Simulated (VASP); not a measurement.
SrVO₃ (cubic perovskite) relaxed at rising pressure, in one space group throughout; other phases were not tried. The pressures are those reached. Level of theory: PBEsol GGA, VASP's PBE PAW potentials (set 64) (plane waves; VASP).

| P (GPa) | V (Å³/atom) | k-mesh |
|---|---|---|
| -0.26 | 11.110 | 8×8×8 |
| 5.03 | 10.835 | 8×8×8 |
| 10.06 | 10.605 | 8×8×8 |
| 19.89 | 10.216 | 8×8×8 |
| 29.83 | 9.888 | 8×8×8 |

A change of mesh leaves a small step in the series.

Q: Fit an equation of state and predict the volume at 45.06 GPa.

A: Least squares on the third-order Birch-Murnaghan form, P = (3B0/2)(y⁷ − y⁵)[1 + (3/4)(B′ − 4)(y² − 1)] with y = (V0/V)^(1/3), gives V0 = 11.096 Å³/atom, B0 = 201 GPa and B′ = 4.4, and so 9.471 Å³/atom. The run gave 9.474 Å³/atom, +0.0 % from the fit.

Pressures at which the relaxation failed are left out.

The compound is SrVO3 in the cubic perovskite structure. The run is not spin-polarised, so no magnetic state was tried. The electron count is odd and the run is not spin-polarised, which forces a metal.
